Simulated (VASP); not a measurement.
Data:

```
CELL_PARAMETERS angstrom
      2.95000     0.00000     0.00000
     -1.47500     2.55477     0.00000
      0.00000     0.00000     4.68600
ATOMIC_POSITIONS crystal
  Ti 0.33333 0.66667 0.25000
  Ti 0.66667 0.33333 0.75000
```

Level of theory: r2SCAN+rVV10, VASP's PBE PAW potentials (set 64) (plane waves; VASP). Numerical set-up: 400 eV cut-off, 13×13×7 Γ-centred mesh, first-order Methfessel-Paxton smearing of 0.10 eV, potentials Ti_sv.

Energy and stress use the plane-wave basis of the starting cell.

Task: The ions, cell shape and volume are relaxed. Give the cell that the relaxation ends in.

Result: 
```
CELL_PARAMETERS angstrom
      2.92718     0.00000     0.00000
     -1.46359     2.53501     0.00000
      0.00000     0.00000     4.61951
ATOMIC_POSITIONS crystal
  Ti 0.33333 0.66667 0.25000
  Ti 0.66667 0.33333 0.75000
```
Space group P6_3/mmc (194), at a tolerance of 0.03 Å.

Task: How do energy and volume change from the first to the last step?

Result: The energy (σ→0) changes by -5.6 meV/atom and the volume by -2.9 %, in 6 ionic steps.

The structure comes from a measured Ti entry (P6_3/mmc) of the Crystallography Open Database, whose conditions weren't checked. This run relaxes it. Symmetry was kept, so distortions that lower it aren't found.
